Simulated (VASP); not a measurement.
Input of a VASP 6.6.1 run:

INCAR

```
SYSTEM = Zn7CdSe8
PREC     = Accurate       ! precision mode
ENCUT    = 520            ! plane-wave cutoff, eV
EDIFF    = 1E-6           ! SCF threshold, eV
ISMEAR   = 0              ! smearing method
SIGMA    = 0.03           ! smearing width, eV
LREAL    = .FALSE.        ! projectors in reciprocal space
LASPH    = .TRUE.         ! aspherical terms in the spheres
NELM     = 80             ! most SCF steps
ALGO     = Fast           ! electronic algorithm
ISIF     = 2              ! what is computed and relaxed
LWAVE    = .FALSE.        ! write WAVECAR
LCHARG   = .FALSE.        ! write CHGCAR
GGA      = PS             ! functional
NBANDS   = 86             ! bands
ICORELEVEL= 1            
KPAR     = 2
```

The input KPOINTS:

```
Automatic mesh
0
G
  4 4 4
  0 0 0
```

POSCAR

```
Zn7CdSe8                                
1.0
   -5.6982600660      0.0000000000      5.6982600660
   -5.6982600660     -5.6982600660      0.0000000000
   -0.0000000000     -5.6982600660      5.6982600660
  Cd              Zn              Se            
     1     7     8
Direct
     1.0000000000000000    0.5000000000000000    1.0000000000000000
     0.9990600793694299    0.0009399206305701    0.9990600793694299
     0.9990600793694299    0.4990600793694299    0.5009399206305701
     0.9990600793694299    0.0009399206305701    0.5009399206305701
     0.5009399206305701    0.4990600793694299    0.9990600793694299
     0.5009399206305701    0.0009399206305701    0.9990600793694299
     0.5009399206305701    0.4990600793694299    0.5009399206305701
     0.5000000000000000    0.0000000000000000    0.5000000000000000
     0.1308235932071116    0.1075292203786724    0.1308235932071116
     0.1308235932071116    0.6308235932071116    0.1308235932071116
     0.1248358275830514    0.1250547241389805    0.6250547241389806
     0.1308235932071116    0.6308235932071116    0.6075292203786724
     0.6250547241389806    0.1250547241389805    0.1248358275830514
     0.6075292203786724    0.6308235932071116    0.1308235932071116
     0.6250547241389806    0.1250547241389805    0.6250547241389806
     0.6250547241389806    0.6248358275830513    0.6250547241389806
```

File KPOINTS_OPT:

```
explicit points
6
Reciprocal
 0.0000000000  0.0000000000  0.0000000000 1
 0.3750000000  0.3750000000  0.7500000000 1
 0.5000000000  0.5000000000  0.5000000000 1
 0.6250000000  0.2500000000  0.6250000000 1
 0.5000000000  0.2500000000  0.7500000000 1
 0.5000000000  0.0000000000  0.5000000000 1
```

Potentials or basis: VASP PAW PBE potentials, release 64 (Cd, Zn, Se).

The run is started by

```sh
$ cat potpaw_PBE.64/Cd/POTCAR potpaw_PBE.64/Zn/POTCAR potpaw_PBE.64/Se/POTCAR > POTCAR
$ mpirun -np 2 vasp_std > vasp.out
```

Task: Predict the largest force.

Result: 0.004 eV/Å.

Task: What does it give for the pressure?

Result: 0.0 GPa.

Task: What does it give for the band gap on the k mesh?

Result: 1.06 eV, direct.

Task: Estimate the band gap along the path.

Result: 1.06 eV, direct.

Core levels (eV, on the scale of the bands):
```csv
atom,levels
1 Cd,"1s -26514.0, 2s -3931.2, 2p -3526.5, 3s -728.1, 3p -595.4, 3d -387.8, 4s -100.2, 4p -61.3"
2 Zn,"1s -9519.3, 2s -1152.8, 2p -998.5, 3s -123.8, 3p -78.0"
3 Zn,"1s -9519.3, 2s -1152.8, 2p -998.5, 3s -123.8, 3p -78.0"
4 Zn,"1s -9519.3, 2s -1152.8, 2p -998.5, 3s -123.8, 3p -78.0"
5 Zn,"1s -9519.3, 2s -1152.8, 2p -998.5, 3s -123.8, 3p -78.0"
6 Zn,"1s -9519.3, 2s -1152.8, 2p -998.5, 3s -123.8, 3p -78.0"
```

Caveat: the PAW data sets were made with another functional, which shifts forces and pressure a little. PBEsol gaps usually lie below the measured ones, often by a third to a half.
